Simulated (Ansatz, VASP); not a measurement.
# Cross-check of HfO2 between VASP and Ansatz, part 2 of 3

Aim: how closely do two programs agree when they are given the same cell, functional and k mesh? The cell is taken from a series of runs on this material, whose earlier steps may have relaxed, scaled, displaced or heated it; both programs get it as it stands.

VASP 6.6.1 and Ansatz 0.2.0.

So far: The structure; VASP: zone-centre phonons, LDA.

## (2) VASP: zone-centre phonons, LDA (continued)

Level of this step: LDA; plane waves and PAW (O, Hf_pv) (VASP).

OUTCAR, selected parts (step 2):

```text
ion  position               nearest neighbor table
   1  0.444  0.760  0.484-   9 2.10  10 2.15  12 2.18  11 2.19
   2  0.556  0.260  0.016-  10 2.10   9 2.15  11 2.18  12 2.19
   3  0.556  0.240  0.516-  11 2.10  12 2.15  10 2.18   9 2.19
   4  0.444  0.740  0.984-  12 2.10  11 2.15   9 2.18  10 2.19
   5  0.079  0.353  0.328-  10 2.02   9 2.03  12 2.13
   6  0.921  0.853  0.172-   9 2.02  10 2.03  11 2.13
   7  0.921  0.647  0.672-  12 2.02  11 2.03  10 2.13
   8  0.079  0.147  0.828-  11 2.02  12 2.03   9 2.13
   9  0.278  0.042  0.209-   6 2.02   5 2.03   1 2.10   8 2.13   2 2.15   4 2.18   3 2.19  11 3.27
                            12 3.35  12 3.35  11 3.36  10 3.38  10 3.38  11 3.46  10 3.86  10 3.86
  10  0.722  0.542  0.291-   5 2.02   6 2.03   2 2.10   7 2.13   1 2.15   3 2.18   4 2.19  12 3.27
                            11 3.35  11 3.35  12 3.36   9 3.38   9 3.38  12 3.46   9 3.86   9 3.86
  11  0.722  0.958  0.791-   8 2.02   7 2.03   3 2.10   6 2.13   4 2.15   2 2.18   1 2.19   9 3.27
                            10 3.35  10 3.35   9 3.36  12 3.38  12 3.38   9 3.46  12 3.86  12 3.86
  12  0.278  0.458  0.709-   7 2.02   8 2.03   4 2.10   5 2.13   3 2.15   1 2.18   2 2.19  10 3.27
                             9 3.35   9 3.35  10 3.36  11 3.38  11 3.38  10 3.46  11 3.86  11 3.86

  LATTYP: Found a simple monoclinic cell.
 ALAT       =     5.0033799589
 B/A-ratio  =     1.0272310164
 C/A-ratio  =     1.0296582616
 COS(beta)  =    -0.1587444747

 Subroutine GETGRP returns: Found  4 space group operations
 (whereof  2 operations were pure point group operations)

The static configuration has the point symmetry S_2 .
 The point group associated with its full space group is C_2h.

 Found     30 irreducible k-points:

   k-points           NKPTS =     30   k-points in BZ     NKDIM =     30   number of bands    NBANDS=     56

   dimension x,y,z NGX =    40 NGY =   42 NGZ =   42
   dimension x,y,z NGXF=    80 NGYF=   84 NGZF=   84

   ENCUT  =  600.0 eV  44.10 Ry    6.64 a.u.   9.99 10.27 10.29*2*pi/ulx,y,z

   NELECT =      88.0000    total number of electrons

 k-points in reciprocal lattice and weights: Automatic mesh
   0.00000000  0.00000000  0.00000000       0.016
   0.25000000  0.00000000 -0.00000000       0.031
   0.50000000  0.00000000 -0.00000000       0.016
   0.00000000  0.25000000  0.00000000       0.031
   0.25000000  0.25000000 -0.00000000       0.062
   0.50000000  0.25000000 -0.00000000       0.031
   0.00000000  0.50000000  0.00000000       0.016
   0.25000000  0.50000000 -0.00000000       0.031
   0.50000000  0.50000000 -0.00000000       0.016
[...]
0.25000000  0.50000000  0.50000000       0.031
   0.50000000  0.50000000  0.50000000       0.016

 average (electrostatic) potential at core
       1 -71.4006       2 -71.4006       3 -71.4006       4 -71.4006       5 -70.9124
       6 -70.9124       7 -70.9124       8 -70.9124       9 -37.4449      10 -37.4449
      11 -37.4449      12 -37.4449

   2 f  =   22.501160 THz   141.378957 2PiTHz  750.557904 cm-1    93.057278 meV
             X         Y         Z           dx          dy          dz
      1.822161  3.905406  2.464822    -0.226620    0.031778   -0.052847
      2.766897  1.335592  0.088156    -0.226620   -0.031778   -0.052847
      2.352587  1.234221  2.630504    -0.226620    0.031778   -0.052847
      1.407851  3.804035  5.007171    -0.226620   -0.031778   -0.052847
      0.125224  1.812752  1.666354     0.357691   -0.250694    0.048225
      4.463834  4.382565  0.886625     0.357691    0.250694    0.048225
      4.049524  3.326875  3.428973     0.357691   -0.250694    0.048225
     -0.289086  0.757062  4.208702     0.357691    0.250694    0.048225
      1.218601  0.215537  1.064715    -0.039263   -0.013487    0.001386
      3.370458  2.785350  1.488263    -0.039263    0.013487    0.001386
      2.956147  4.924090  4.030612    -0.039263   -0.013487    0.001386
      0.804291  2.354277  3.607064    -0.039263    0.013487    0.001386

   3 f  =   20.331364 THz   127.745726 2PiTHz  678.181297 cm-1    84.083727 meV
             X         Y         Z           dx          dy          dz
      1.822161  3.905406  2.464822     0.101789   -0.131004    0.080740
      2.766897  1.335592  0.088156    -0.101789   -0.131004   -0.080740
      2.352587  1.234221  2.630504    -0.101789    0.131004   -0.080740
      1.407851  3.804035  5.007171     0.101789    0.131004    0.080740
      0.125224  1.812752  1.666354     0.366416   -0.273689   -0.069092
      4.463834  4.382565  0.886625    -0.366416   -0.273689    0.069092
      4.049524  3.326875  3.428973    -0.366416    0.273689    0.069092
     -0.289086  0.757062  4.208702     0.366416    0.273689   -0.069092
      1.218601  0.215537  1.064715    -0.005666    0.044399   -0.003782
      3.370458  2.785350  1.488263     0.005666    0.044399    0.003782
      2.956147  4.924090  4.030612     0.005666   -0.044399    0.003782
      0.804291  2.354277  3.607064    -0.005666   -0.044399   -0.003782

   4 f  =   20.236847 THz   127.151860 2PiTHz  675.028557 cm-1    83.692837 meV
             X         Y         Z           dx          dy          dz
      1.822161  3.905406  2.464822    -0.029927   -0.095915    0.459138
      2.766897  1.335592  0.088156     0.029927   -0.095915   -0.459138
      2.352587  1.234221  2.630504    -0.029927   -0.095915    0.459138
      1.407851  3.804035  5.007171     0.029927   -0.095915   -0.459138
      0.125224  1.812752  1.666354    -0.046115    0.088645    0.137396
      4.463834  4.382565  0.886625     0.046115    0.088645   -0.137396
      4.049524  3.326875  3.428973    -0.046115    0.088645    0.137396
     -0.289086  0.757062  4.208702     0.046115    0.088645   -0.137396
      1.218601  0.215537  1.064715    -0.012039    0.002194    0.009236
      3.370458  2.785350  1.488263     0.012039    0.002194   -0.009236
      2.956147  4.924090  4.030612    -0.012039    0.002194    0.009236
      0.804291  2.354277  3.607064     0.012039    0.002194   -0.009236

   5 f  =   19.549359 THz   122.832246 2PiTHz  652.096426 cm-1    80.849616 meV
             X         Y         Z           dx          dy          dz
      1.822161  3.905406  2.464822    -0.060490    0.352668   -0.288187
      2.766897  1.335592  0.088156    -0.060490   -0.352668   -0.288187
      2.352587  1.234221  2.630504     0.060490   -0.352668    0.288187
      1.407851  3.804035  5.007171     0.060490    0.352668    0.288187
      0.125224  1.812752  1.666354    -0.176736    0.063995   -0.052206
      4.463834  4.382565  0.886625    -0.176736   -0.063995   -0.052206
      4.049524  3.326875  3.428973     0.176736   -0.063995    0.052206
     -0.289086  0.757062  4.208702     0.176736    0.063995    0.052206
      1.218601  0.215537  1.064715     0.025957   -0.012778    0.004537
      3.370458  2.785350  1.488263     0.025957    0.012778    0.004537
      2.956147  4.924090  4.030612    -0.025957    0.012778   -0.004537
      0.804291  2.354277  3.607064    -0.025957   -0.012778   -0.004537

   6 f  =   18.625195 THz   117.025549 2PiTHz  621.269620 cm-1    77.027581 meV
             X         Y         Z           dx          dy          dz
      1.822161  3.905406  2.464822    -0.142020    0.072775    0.045647
      2.766897  1.335592  0.088156     0.142020    0.072775   -0.045647
      2.352587  1.234221  2.630504    -0.142020    0.072775    0.045647
      1.407851  3.804035  5.007171     0.142020    0.072775   -0.045647
      0.125224  1.812752  1.666354     0.398426   -0.206809    0.133618
      4.463834  4.382565  0.886625    -0.398426   -0.206809   -0.133618
      4.049524  3.326875  3.428973     0.398426   -0.206809    0.133618
     -0.289086  0.757062  4.208702    -0.398426   -0.206809   -0.133618
      1.218601  0.215537  1.064715     0.021699    0.040115    0.031675
      3.370458  2.785350  1.488263    -0.021699    0.040115   -0.031675
      2.956147  4.924090  4.030612     0.021699    0.040115    0.031675
      0.804291  2.354277  3.607064    -0.021699    0.040115   -0.031675

   7 f  =   17.500783 THz   109.960665 2PiTHz  583.763300 cm-1    72.377392 meV
             X         Y         Z           dx          dy          dz
      1.822161  3.905406  2.464822     0.006251   -0.469520    0.070595
      2.766897  1.335592  0.088156    -0.006251   -0.469520   -0.070595
      2.352587  1.234221  2.630504    -0.006251    0.469520   -0.070595
      1.407851  3.804035  5.007171     0.006251    0.469520    0.070595
      0.125224  1.812752  1.666354    -0.093209    0.116339    0.032482
      4.463834  4.382565  0.886625     0.093209    0.116339   -0.032482
      4.049524  3.326875  3.428973     0.093209   -0.116339   -0.032482
     -0.289086  0.757062  4.208702    -0.093209   -0.116339    0.032482
      1.218601  0.215537  1.064715     0.002920    0.006278   -0.034676
      3.370458  2.785350  1.488263    -0.002920    0.006278    0.034676
      2.956147  4.924090  4.030612    -0.002920   -0.006278    0.034676
      0.804291  2.354277  3.607064     0.002920   -0.006278   -0.034676

   8 f  =   17.003481 THz   106.836024 2PiTHz  567.175087 cm-1    70.320717 meV
             X         Y         Z           dx          dy          dz
      1.822161  3.905406  2.464822     0.108990   -0.256276   -0.399877
      2.766897  1.335592  0.088156     0.108990    0.256276   -0.399877
      2.352587  1.234221  2.630504    -0.108990    0.256276    0.399877
      1.407851  3.804035  5.007171    -0.108990   -0.256276    0.399877
      0.125224  1.812752  1.666354     0.097322   -0.034262   -0.027858
      4.463834  4.382565  0.886625     0.097322    0.034262   -0.027858
      4.049524  3.326875  3.428973    -0.097322    0.034262    0.027858
     -0.289086  0.757062  4.208702    -0.097322   -0.034262    0.027858
      1.218601  0.215537  1.064715    -0.024201   -0.018716    0.013576
    [... 421 further lines ...]
      2.956147  4.924090  4.030612    -0.416618    0.000001    0.196119
      0.804291  2.354277  3.607064    -0.416618   -0.000001    0.196119

 MACROSCOPIC STATIC DIELECTRIC TENSOR IONIC CONTRIBUTION
 ------------------------------------------------------
          14.212076    -0.000000     1.133498
          -0.000000    12.622224     0.000000
           1.133498     0.000000     9.489554
 ------------------------------------------------------

 ELASTIC MODULI CONTR FROM IONIC RELAXATION (kBar)
 Direction    XX          YY          ZZ          XY          YZ          ZX
 --------------------------------------------------------------------------------
 XX       -1404.7340   -189.9324   -697.9024     -0.0000      0.0000     66.1712
 YY        -189.9324   -162.8289   -235.3691      0.0000     -0.0000     35.0217
 ZZ        -697.9024   -235.3691  -1745.2892     -0.0000      0.0000    231.0204
 XY          -0.0000      0.0000     -0.0000   -438.5211     92.9343     -0.0000
 YZ           0.0000      0.0000      0.0000     92.9343   -211.4628     -0.0000
 ZX          66.1712     35.0217    231.0204      0.0000      0.0000   -303.6144
 --------------------------------------------------------------------------------

 PIEZOELECTRIC TENSOR IONIC CONTR  for field in x, y, z        (C/m^2)
          XX          YY          ZZ          XY          YZ          ZX
  --------------------------------------------------------------------------------
  x     0.00000     0.00000     0.00000     0.00000    -0.00000    -0.00000
  y    -0.00000    -0.00000    -0.00000    -0.00000     0.00000     0.00000
  z    -0.00000     0.00000     0.00000     0.00000     0.00000    -0.00000
```

[end of part 2 of 3]

[Lines on the potential files, build, host, timing and source positions are cut from VASP's logs without a mark.]

[Logs are printed without paths, hosts, clocks, repeated set-up lines and the standing remarks that a program may print on its own settings, such as how far it seeks lower states.]

[Hosts, paths, dates, database ids (printed as entryN), source tags and the programs' standing remarks are cut or masked in the printed files.]
